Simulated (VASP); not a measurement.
Data:

```xyz
2
Lattice="0.0000 2.4468 2.4468 2.4468 0.0000 2.4468 2.4468 2.4468 0.0000" Properties=species:S:1:pos:R:3 pbc="T T T"
Mo     0.0000     0.0000     0.0000
S      2.4468     2.4468     2.4468
```

Level of theory: PBEsol GGA, VASP's PBE PAW potentials (set 64) (plane waves; VASP 6.6.1). Run with 400 eV cut-off, 14×14×14 Γ-centred mesh, tetrahedra with Blöchl corrections, potentials Mo_sv S.

Task: Tabulate the total density of states (states/eV per cell) against energy (eV; zero at the valence-band maximum or, without a gap, the Fermi level).

Result: 
```
E (eV) | DOS (states/eV)
    -9.98 |  0.00
    -9.38 |  0.00
    -8.90 |  0.02
    -8.30 | ### 0.52
    -7.70 | ######### 1.31
    -7.22 | ####### 1.07
    -6.62 | ###### 0.98
    -6.02 | ################# 2.63
    -5.54 | ########## 1.45
    -4.94 | ###### 0.87
    -4.34 | ## 0.23
    -3.86 | # 0.17
    -3.26 | ## 0.27
    -2.66 | ### 0.52
    -2.18 | ##### 0.75
    -1.58 | ####### 1.06
    -0.98 | ########## 1.59
    -0.50 | ########### 1.64
     0.10 | ################ 2.41
     0.70 | ############################## 4.57
     1.18 | ####### 1.14
     1.78 | ####### 1.04
     2.38 | ###### 0.93
     2.86 | ####### 1.13
     3.46 | ##### 0.79
```
Within 2 eV below the Fermi level the largest weight inside VASP's projection spheres is Mo d.

The structure was generated: MoS was put into the rock salt type (Fm-3m), which need not be its known phase. It was relaxed first, which changed the volume by -33 %.
